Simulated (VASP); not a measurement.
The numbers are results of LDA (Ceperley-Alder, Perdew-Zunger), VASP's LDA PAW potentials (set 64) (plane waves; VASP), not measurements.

Input for VASP

### INCAR
```
ALGO  =  Normal
EDIFF  =  1E-6
EDIFFG  =  -0.02
ENCUT  =  620
IBRION  =  2
ISIF  =  3
ISMEAR  =  0
LASPH  =  T
LCHARG  =  F
LREAL  =  F
LWAVE  =  F
NELM  =  100
NSW  =  40
PREC  =  Accurate
PSTRESS  =  50
SIGMA  =  0.05
SYSTEM  =  C
```

**KPOINTS**
```
Automatic mesh
0
Gamma
13 13 13
0 0 0
```

File POSCAR:
```
C
1
   -0.0000000000     1.7605980604     1.7605980604
    1.7605980604    -0.0000000000     1.7605980604
    1.7605980604     1.7605980604     0.0000000000
C
2
Direct
  0.0000000000   0.0000000000   0.0000000000
  0.2500000000   0.2500000000   0.2500000000
```

POTCAR, in this order: C (LDA.64 set). Program: vasp_std.

The resulting files:

File OSZICAR:
```
       N       E                     dE             d eps       ncg     rms          rms(c)
DAV:   1    -0.187856741676E+00   -0.18786E+00   -0.57277E+03  1384   0.114E+03
DAV:   2    -0.210004369937E+02   -0.20813E+02   -0.20367E+02  2120   0.123E+02
DAV:   3    -0.211388080739E+02   -0.13837E+00   -0.13837E+00  1464   0.133E+01
DAV:   4    -0.211390174223E+02   -0.20935E-03   -0.20935E-03  1904   0.551E-01
DAV:   5    -0.211390174912E+02   -0.68945E-07   -0.68946E-07  1440   0.743E-03    0.595E+00
DAV:   6    -0.204811390055E+02    0.65788E+00   -0.53359E-01  1384   0.570E+00    0.346E+00
DAV:   7    -0.202525444758E+02    0.22859E+00   -0.58850E-01  1632   0.597E+00    0.783E-01
DAV:   8    -0.202517333855E+02    0.81109E-03   -0.24025E-03  1376   0.609E-01    0.262E-02
DAV:   9    -0.202517327215E+02    0.66398E-06   -0.12591E-05  1648   0.392E-02    0.238E-02
DAV:  10    -0.202517338968E+02   -0.11752E-05   -0.50942E-07  1376   0.840E-03    0.345E-03
DAV:  11    -0.202517338856E+02    0.11113E-07   -0.20346E-08   728   0.144E-03
   1 F= -.19911114E+02 E0= -.19911114E+02  d E =-.199111E+02
```

### OUTCAR
```
------------------------ aborting loop because EDIFF is reached ----------------------------------------
  FORCE on cell =-STRESS in cart. coord.  units (eV):
  Direction    XX          YY          ZZ          XY          YZ          ZX
  --------------------------------------------------------------------------------------
  Total        0.3407326      0.3407326      0.3407326      0.0000000     -0.0000000      0.0000000
  in kB       50.0165374     50.0165374     50.0165374      0.0000000     -0.0000000      0.0000000
  external PRESSURE =       0.0165374 kB  Pullay stress =      50.0000000 kB
  volume of cell :       10.91
      direct lattice vectors                 reciprocal lattice vectors
     0.000000000  1.760598060  1.760598060    -0.283994406  0.283994406  0.283994406
     1.760598060  0.000000000  1.760598060     0.283994406 -0.283994406  0.283994406
     1.760598060  1.760598060  0.000000000     0.283994406  0.283994406 -0.283994406
 POSITION                                       TOTAL-FORCE (eV/Angst)
 -----------------------------------------------------------------------------------
      0.00000      0.00000      0.00000        -0.000000     -0.000000     -0.000000
      0.88030      0.88030      0.88030         0.000000      0.000000      0.000000
 -----------------------------------------------------------------------------------
    total drift:                                0.000000      0.000000      0.000000
  FREE ENERGIE OF THE ION-ELECTRON SYSTEM (eV)
  ---------------------------------------------------
  free  energy   TOTEN  =       -20.2517338856 eV

  energy  without entropy=      -20.2517338856  energy(sigma->0) =      -20.25173389
  enthalpy is  TOTEN    =       -19.9111139404 eV   P V=        0.3406199453

 reached required accuracy - stopping structural energy minimisation
```
(Selected blocks of OUTCAR.)

**OUTCAR**
```
 val. band max:       10.2931517157   @ k =   0.0000   0.0000   0.0000

 cond. band min:      14.4946485894   @ k =   0.3846   0.3846   0.0000


 Fermi energy:        10.4927453741

 k-point     1 :       0.0000    0.0000    0.0000
  band No.  band energies     occupation
      1     -11.5447      2.00000
      2      10.2932      2.00000
      3      10.2932      2.00000
      4      10.2932      2.00000
      5      15.9452      0.00000
      6      15.9452      0.00000
      7      15.9452      0.00000
      8      24.7399      0.00000

 k-point     2 :       0.0769    0.0000    0.0000
  band No.  band energies     occupation
      1     -11.3766      2.00000
      2       9.2067      2.00000
      3      10.0032      2.00000
      4      10.0032      2.00000
      5      16.3243      0.00000
      6      16.3243      0.00000
      7      16.6165      0.00000
      8      24.8261      0.00000

 k-point     3 :       0.1538    0.0000    0.0000
  band No.  band energies     occupation
      1     -10.8741      2.00000
      2       6.8968      2.00000
      3       9.3517      2.00000
      4       9.3517      2.00000
      5      17.1779      0.00000
      6      17.1779      0.00000
      7      17.7514      0.00000
      8      25.0705      0.00000

 k-point     4 :       0.2308    0.0000    0.0000
  band No.  band energies     occupation
      1     -10.0426      2.00000
      2       4.2464      2.00000
      3       8.6491      2.00000
      4       8.6491      2.00000
      5      18.0309      0.00000
      6      18.0309      0.00000
      7      18.6656      0.00000
      8      25.4180      0.00000

 k-point     5 :       0.3077    0.0000    0.0000
  band No.  band energies     occupation
      1      -8.8931      2.00000
      2       1.5884      2.00000
      3       8.0570      2.00000
      4       8.0570      2.00000
      5      18.5789      0.00000
      6      18.5789      0.00000
      7      19.2780      0.00000
...
```

The compound is C in the diamond structure. It was relaxed first under an external pressure of 5 GPa.
